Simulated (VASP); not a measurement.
# GW-BSE spectrum of LiF (Griceite), part 2 of 3

Wanted: the lowest vertical excitons of LiF (Griceite) and its absorption. The cell is of the rock-salt type, one of the forms listed for this formula. The start is a cell from a database of measured crystal structures.

VASP 6.6.1, plane waves and PAW; the level of theory is named at each step.

So far. Step 2 (Ground state): The cell has a gap of 9.05 eV on mesh and path. Step 3 (Empty bands): WAVECAR now holds 40 bands for 8 electrons. Its independent-particle dielectric tensor has xx, yy, zz = 2.0, 2.0, 2.0 on this mesh, which isn't tested for convergence in mesh or bands and lacks local fields.

## 4. G0W0

This step: G0W0 on PBE; plane waves and PAW (F_GW, Li_GW) (VASP 6.6.1).

G0W0 keeps orbitals and screening fixed and shifts each of the lowest NBANDSGW levels once. LWAVE keeps the quasiparticle levels in WAVECAR, and the W files hold the screened interaction for the next step.

The input, INCAR:

```
SYSTEM = LiF
PREC = Accurate
ENCUT = 520
ISMEAR = 0
SIGMA = 0.01
LREAL = .FALSE.
GGA = PE
NBANDS = 40
ALGO = EVGW0
NELMGW = 1
ENCUTGW = 100
NOMEGA = 48
PRECFOCK = Fast
NBANDSGW = 16
LWAVE = .TRUE.
LCHARG = .FALSE.
```

The input, POSCAR:

```
LiF
1.0
    0.0000000000      2.0140000000      2.0140000000
    2.0140000000      0.0000000000      2.0140000000
    2.0140000000      2.0140000000      0.0000000000
F Li
1 1
Direct
    0.5000000000      0.5000000000      0.5000000000
    0.0000000000      0.0000000000      0.0000000000
```

The input, KPOINTS:

```
Automatic mesh
0
Gamma
10 10 10
0 0 0
```

PAW data sets: F_GW and Li_GW (PBE family, release 64).

On the command line:

```console
mpirun -np 8 vasp_std
```

Log:

```text
[banner, memory and clock lines left out]
running    8 mpi-ranks, on    1 nodes
 distrk:  each k-point on    8 cores,    1 groups
 distr:  one band on    1 cores,    8 groups

 POSCAR found type information on POSCAR F Li
 POSCAR found :  2 types and       2 ions
 [... a notice as in an earlier step ...]

|                                                                             |
|           W    W    AA    RRRRR   N    N  II  N    N   GGGG   !!!           |
|           W    W   A  A   R    R  NN   N  II  NN   N  G    G  !!!           |
|           W    W  A    A  R    R  N N  N  II  N N  N  G       !!!           |
|           W WW W  AAAAAA  RRRRR   N  N N  II  N  N N  G  GGG   !            |
|           WW  WW  A    A  R   R   N   NN  II  N   NN  G    G                |
|           W    W  A    A  R    R  N    N  II  N    N   GGGG   !!!           |
|                                                                             |
|     The default for ENCUTGWSOFT is different in this version of VASP.       |
|     please manually set ENCUTGWSOFT =100 in the INCAR file.                 |
|                                                                             |

 LDA part: xc-table for (Slater+PW92), standard interpolation
 found WAVECAR, reading the header
 POSCAR, INCAR and KPOINTS ok, starting setup
 FFT: planning ... GRIDC
 FFT: planning ... GRID_SOFT
 FFT: planning ... GRID
 reading WAVECAR
 the WAVECAR file was read successfully
 initial charge from wavefunction
 available memory per node:     31.14 GB, setting MAXMEM to     31886

 The Fermi energy was updated, please check that it is located mid-gap
 values below the HOMO (VB) or above the LUMO (CB) will cause erroneous energies
 E-fermi :   1.3203

 calculate exact exchange contribution
 the WAVEDER file was read successfully
energies w=
    0.000    0.000    0.815    0.000    1.627    0.000    2.433    0.000
    3.229    0.000    4.014    0.000    4.787    0.000    5.545    0.000
    6.289    0.000    7.020    0.000    7.737    0.000    8.443    0.000
    9.139    0.000    9.826    0.000   10.507    0.000   11.185    0.000
   11.861    0.000   12.539    0.000   13.221    0.000   13.910    0.000
   14.611    0.000   15.326    0.000   16.061    0.000   16.819    0.000
   17.606    0.000   18.428    0.000   19.292    0.000   20.207    0.000
   21.181    0.000   22.227    0.000   23.358    0.000   24.591    0.000
   25.948    0.000   27.455    0.000   29.147    0.000   31.067    0.000
   33.273    0.000   35.845    0.000   38.889    0.000   42.559    0.000
   47.078    0.000   52.786    0.000   60.227    0.000   70.326    0.000
   84.799    0.000  107.221    0.000  146.479    0.000  232.502    0.000
 responsefunction array rank=      48
 LDA part: xc-table for (Slater+PW92), standard interpolation

 min. memory requirement per mpi rank    284.7 MB, per node   2277.9 MB

 allocating   6 responsefunctions rank=    48
 shmem allocating  48 responsefunctions rank=    48
 response function shared by NCSHMEM nodes    1
 Doing            6  frequencies on each core in blocks of           48
NQ=   1    0.0000    0.0000    0.0000,
|.........|.........|.........|.........|.........|.........|.........|.........
 performed        348000 updates of chi_q(r,r)
 total number of BLAS operations          2.03 Gflops
NQ=   2    0.1000    0.0000    0.0000,
|.........|.........|.........|.........|.........|.........|.........|.........
 performed       1086000 updates of chi_q(r,r)
 total number of BLAS operations          9.69 Gflops
NQ=   3    0.2000    0.0000    0.0000,
|.........|.........|.........|.........|.........|.........|.........|.........
 performed       1824000 updates of chi_q(r,r)
 total number of BLAS operations         19.14 Gflops
NQ=   4    0.3000    0.0000    0.0000,
|.........|.........|.........|.........|.........|.........|.........|.........
 performed       2562000 updates of chi_q(r,r)
 total number of BLAS operations         28.59 Gflops
NQ=   5    0.4000    0.0000    0.0000,
|.........|.........|.........|.........|.........|.........|.........|.........
 performed       3300000 updates of chi_q(r,r)
 total number of BLAS operations         36.68 Gflops
NQ=   6    0.5000    0.0000    0.0000,
|.........|.........|.........|.........|.........|.........|.........|.........
 performed       3818000 updates of chi_q(r,r)
 total number of BLAS operations         43.32 Gflops
NQ=   7    0.1000    0.1000    0.0000,
|.........|.........|.........|.........|.........|.........|.........|.........
 performed       4452000 updates of chi_q(r,r)
 total number of BLAS operations         51.04 Gflops
NQ=   8    0.2000    0.1000    0.0000,
|.........|.........|.........|.........|.........|.........|.........|.........
 performed       5712000 updates of chi_q(r,r)
 total number of BLAS operations         64.12 Gflops
NQ=   9    0.3000    0.1000    0.0000,
|.........|.........|.........|.........|.........|.........|.........|.........
 performed       6972000 updates of chi_q(r,r)
 total number of BLAS operations         80.25 Gflops
NQ=  10    0.4000    0.1000    0.0000,
|.........|.........|.........|.........|.........|.........|.........|.........
 performed       8232000 updates of chi_q(r,r)
 total number of BLAS operations         94.06 Gflops
NQ=  11    0.5000    0.1000    0.0000,
|.........|.........|.........|.........|.........|.........|.........|.........
 performed       9492000 updates of chi_q(r,r)
 total number of BLAS operations        107.87 Gflops
NQ=  12   -0.4000    0.1000    0.0000,
|.........|.........|.........|.........|.........|.........|.........|.........
 performed      10752000 updates of chi_q(r,r)
 total number of BLAS operations        121.68 Gflops
NQ=  13   -0.3000    0.1000    0.0000,
|.........|.........|.........|.........|.........|.........|.........|.........
 performed      12012000 updates of chi_q(r,r)
 total number of BLAS operations        137.02 Gflops
NQ=  14   -0.2000    0.1000    0.0000,
|.........|.........|.........|.........|.........|.........|.........|.........
 performed      13272000 updates of chi_q(r,r)
 total number of BLAS operations        153.98 Gflops
NQ=  15   -0.1000    0.1000    0.0000,
|.........|.........|.........|.........|.........|.........|.........|.........
 performed      14184000 updates of chi_q(r,r)
 total number of BLAS operations        165.08 Gflops
NQ=  16    0.2000    0.2000    0.0000,
|.........|.........|.........|.........|.........|.........|.........|.........
 performed      14818000 updates of chi_q(r,r)
 total number of BLAS operations        174.47 Gflops
NQ=  17    0.3000    0.2000    0.0000,
|.........|.........|.........|.........|.........|.........|.........|.........
 performed      16078000 updates of chi_q(r,r)
 total number of BLAS operations        190.61 Gflops
NQ=  18    0.4000    0.2000    0.0000,
|.........|.........|.........|.........|.........|.........|.........|.........
 performed      17338000 updates of chi_q(r,r)
 total number of BLAS operations        203.68 Gflops
NQ=  19    0.5000    0.2000    0.0000,
|.........|.........|.........|.........|.........|.........|.........|.........
 performed      18598000 updates of chi_q(r,r)
 total number of BLAS operations        217.49 Gflops
NQ=  20   -0.4000    0.2000    0.0000,
|.........|.........|.........|.........|.........|.........|.........|.........
 performed      19858000 updates of chi_q(r,r)
 total number of BLAS operations        232.06 Gflops
NQ=  21   -0.3000    0.2000    0.0000,
|.........|.........|.........|.........|.........|.........|.........|.........
 performed      21118000 updates of chi_q(r,r)
 total number of BLAS operations        245.13 Gflops
NQ=  22   -0.2000    0.2000    0.0000,
|.........|.........|.........|.........|.........|.........|.........|.........
 performed      22030000 updates of chi_q(r,r)
 total number of BLAS operations        255.67 Gflops
NQ=  23    0.3000    0.3000    0.0000,
|.........|.........|.........|.........|.........|.........|.........|.........
 performed      22664000 updates of chi_q(r,r)
 total number of BLAS operations        265.06 Gflops
NQ=  24    0.4000    0.3000    0.0000,
|.........|.........|.........|.........|.........|.........|.........|.........
 performed      23924000 updates of chi_q(r,r)
 total number of BLAS operations        278.87 Gflops
NQ=  25    0.5000    0.3000    0.0000,
|.........|.........|.........|.........|.........|.........|.........|.........
 performed      25184000 updates of chi_q(r,r)
 total number of BLAS operations        291.23 Gflops
NQ=  26   -0.4000    0.3000    0.0000,
|.........|.........|.........|.........|.........|.........|.........|.........
 performed      26444000 updates of chi_q(r,r)
 total number of BLAS operations        302.89 Gflops
NQ=  27   -0.3000    0.3000    0.0000,
|.........|.........|.........|.........|.........|.........|.........|.........
 performed      27356000 updates of chi_q(r,r)
 total number of BLAS operations        311.33 Gflops
NQ=  28    0.4000    0.4000    0.0000,
|.........|.........|.........|.........|.........|.........|.........|.........
 performed      27990000 updates of chi_q(r,r)
 total number of BLAS operations        319.45 Gflops
NQ=  29    0.5000    0.4000    0.0000,
|.........|.........|.........|.........|.........|.........|.........|.........
 performed      29250000 updates of chi_q(r,r)
 total number of BLAS operations        334.02 Gflops
NQ=  30   -0.4000    0.4000    0.0000,
|.........|.........|.........|.........|.........|.........|.........|.........
 performed      30162000 updates of chi_q(r,r)
 total number of BLAS operations        343.48 Gflops
NQ=  31    0.5000    0.5000    0.0000,
|.........|.........|.........|.........|.........|.........|.........|.........
 performed      30627000 updates of chi_q(r,r)
 total number of BLAS operations        349.44 Gflops
NQ=  32    0.3000    0.2000    0.1000,
|.........|.........|.........|.........|.........|.........|.........|.........
 performed      31903000 updates of chi_q(r,r)
 total number of BLAS operations        363.42 Gflops
NQ=  33    0.4000    0.2000    0.1000,
|.........|.........|.........|.........|.........|.........|.........|.........
 performed      33471000 updates of chi_q(r,r)
 total number of BLAS operations        382.50 Gflops
NQ=  34    0.5000    0.2000    0.1000,
|.........|.........|.........|.........|.........|.........|.........|.........
 performed      35039000 updates of chi_q(r,r)
 total number of BLAS operations        400.61 Gflops
NQ=  35   -0.4000    0.2000    0.1000,
|.........|.........|.........|.........|.........|.........|.........|.........
 performed      36176000 updates of chi_q(r,r)
 total number of BLAS operations        412.41 Gflops
NQ=  36    0.4000    0.3000    0.1000,
|.........|.........|.........|.........|.........|.........|.........|.........
 performed      37452000 updates of chi_q(r,r)
 total number of BLAS operations        425.64 Gflops
NQ=  37    0.5000    0.3000    0.1000,
|.........|.........|.........|.........|.........|.........|.........|.........
 performed      39020000 updates of chi_q(r,r)
 total number of BLAS operations        441.90 Gflops
NQ=  38   -0.4000    0.3000    0.1000,
|.........|.........|.........|.........|.........|.........|.........|.........
 performed      40588000 updates of chi_q(r,r)
 total number of BLAS operations        459.07 Gflops
NQ=  39   -0.3000    0.3000    0.1000,
|.........|.........|.........|.........|.........|.........|.........|.........
 performed      42156000 updates of chi_q(r,r)
 total number of BLAS operations        475.33 Gflops
NQ=  40   -0.2000    0.3000    0.1000,
|.........|.........|.........|.........|.........|.........|.........|.........
 performed      43283000 updates of chi_q(r,r)
 total number of BLAS operations        487.02 Gflops
NQ=  41    0.5000    0.4000    0.1000,
|.........|.........|.........|.........|.........|.........|.........|.........
 performed      44559000 updates of chi_q(r,r)
 total number of BLAS operations        501.76 Gflops
NQ=  42   -0.4000    0.4000    0.1000,
|.........|.........|.........|.........|.........|.........|.........|.........
 performed      46127000 updates of chi_q(r,r)
 total number of BLAS operations        518.02 Gflops
NQ=  43   -0.3000    0.4000    0.1000,
|.........|.........|.........|.........|.........|.........|.........|.........
 performed      47254000 updates of chi_q(r,r)
 total number of BLAS operations        529.07 Gflops
NQ=  44   -0.4000    0.5000    0.1000,
|.........|.........|.........|.........|.........|.........|.........|.........
 performed      48166000 updates of chi_q(r,r)
 total number of BLAS operations        539.61 Gflops
NQ=  45   -0.4000    0.4000    0.2000,
|.........|.........|.........|.........|.........|.........|.........|.........
 performed      49442000 updates of chi_q(r,r)
 total number of BLAS operations        552.12 Gflops
NQ=  46   -0.3000    0.4000    0.2000,
|.........|.........|.........|.........|.........|.........|.........|.........
 performed      50579000 updates of chi_q(r,r)
 total number of BLAS operations        563.92 Gflops
NQ=  47   -0.3000    0.5000    0.2000,
|.........|.........|.........|.........|.........|.........|.........|.........
 performed      51491000 updates of chi_q(r,r)
 total number of BLAS operations        573.38 Gflops
 resolving degeneracies of screened two electron integrals

 calculate QP shifts <psi_nk| G(iteration)W_0 |psi_nk>: iteration 1
 writing wavefunctions
 entering main loop
```

The job ended after 3.2 min (8 MPI ranks of AMD EPYC 9R45, shared host; peak memory 2.4 GiB; 26 min of CPU time).

From OUTCAR (step 4):

```text
The static configuration has the point symmetry O_h .

 Found     47 irreducible k-points:

   k-points           NKPTS =     47   k-points in BZ     NKDIM =   1000   number of bands    NBANDS=     40

   NELECT =       8.0000    total number of electrons

 E-fermi :   1.3203

 QP shifts <psi_nk| G(iteration)W_0 |psi_nk>: iteration 1
 for sc-GW calculations column KS-energies equals QP-energies in previous step
 and V_xc(KS)=  KS-energies - (<T + V_ion + V_H > + <T+V_H+V_ion>^1  + <V_x>^1)
 k-point   1 :       0.0000    0.0000    0.0000
  band No.  KS-energies  QP-energies   sigma(KS)   V_xc(KS)     V^pw_x(r,r')   Z            occupation Imag(sigma)
      1     -23.2275     -27.7480     -28.0238     -22.3156     -36.5118       0.7919       2.0000       1.0903
      2      -3.2040      -5.7739     -26.0182     -22.8784     -30.6637       0.8185       2.0000       0.0891
      3      -3.2040      -5.7739     -26.0182     -22.8784     -30.6637       0.8185       2.0000       0.0891
      4      -3.2040      -5.7739     -26.0182     -22.8784     -30.6637       0.8185       2.0000       0.0891
      5       5.8446       7.4967      -8.4576     -10.3307      -5.4212       0.8820       0.0000      -0.0635
      6      20.7341      23.3180      -5.3908      -8.4101      -1.5611       0.8558       0.0000      -0.1482
      7      20.7341      23.3180      -5.3908      -8.4101      -1.5611       0.8558       0.0000      -0.1482
      8      20.7341      23.3180      -5.3908      -8.4101      -1.5611       0.8558       0.0000      -0.1482
    ...

 k-point   2 :       0.1000    0.0000    0.0000
  band No.  KS-energies  QP-energies   sigma(KS)   V_xc(KS)     V^pw_x(r,r')   Z            occupation Imag(sigma)
      1     -23.1825     -27.6822     -28.0701     -22.3673     -36.5565       0.7890       2.0000       1.0797
      2      -3.4922      -6.1303     -25.5531     -22.3249     -30.1439       0.8172       2.0000       0.0905
      3      -3.2265      -5.8028     -25.9959     -22.8471     -30.6405       0.8182       2.0000       0.0892
      4      -3.2265      -5.8028     -25.9959     -22.8471     -30.6405       0.8182       2.0000       0.0892
      5       6.1394       7.8516      -8.7031     -10.6470      -5.6990       0.8809       0.0000      -0.0622
      6      18.0756      20.1208      -6.2309      -8.6025      -2.6078       0.8624       0.0000      -0.1115
      7      19.4886      21.8629      -5.6948      -8.4371      -2.0173       0.8658       0.0000      -0.1218
      8      19.4886      21.8629      -5.6948      -8.4371      -2.0173       0.8658       0.0000      -0.1218
    ...

 k-point   3 :       0.2000    0.0000    0.0000
  band No.  KS-energies  QP-energies   sigma(KS)   V_xc(KS)     V^pw_x(r,r')   Z            occupation Imag(sigma)
      1     -23.0671     -27.5102     -28.1994     -22.5112     -36.6815       0.7811       2.0000       1.0531
      2      -4.1908      -6.9835     -24.6075     -21.1815     -29.1187       0.8152       2.0000       0.0962
      3      -3.2868      -5.8796     -25.9443     -22.7733     -30.5876       0.8177       2.0000       0.0896
      4      -3.2868      -5.8796     -25.9443     -22.7733     -30.5876       0.8177       2.0000       0.0896
      5       6.7962       8.6282      -8.9031     -10.9820      -5.9206       0.8812       0.0000      -0.0622
      6      15.6080      17.6674      -7.0151      -9.3959      -3.5331       0.8650       0.0000      -0.0929
      7      17.9981      20.3497      -5.6072      -8.3104      -2.0549       0.8699       0.0000      -0.0938
      8      17.9981      20.3497      -5.6072      -8.3104      -2.0549       0.8699       0.0000      -0.0938
    ...

[... 7 parts as in an earlier step ...]

[... 5 further parts left out ...]
```

This step gave:

* quasiparticle gap on the mesh: 13.27 eV
* smallest direct quasiparticle gap on the mesh: 13.27 eV
* gap of the starting orbitals on the mesh: 9.049 eV

GW takes the gap from 9.049 to 13.271 eV. The value holds for 40 bands, ENCUTGW = 100 eV and this mesh, and isn't shown to be converged in them.

(Continued in part 3 of 3.)

[Lines on the potential files, build, host, timing and source positions are cut from VASP's logs without a mark.]

[Logs are printed without paths, hosts, clocks, repeated set-up lines and the standing remarks that a program may print on its own settings, such as how far it seeks lower states.]

[Hosts, paths, dates, database ids (printed as entryN), source tags and the programs' standing remarks are cut or masked in the printed files.]

[Pressures printed for these runs are not shown converged in the cutoff: they can be off by several GPa and have the wrong sign.]
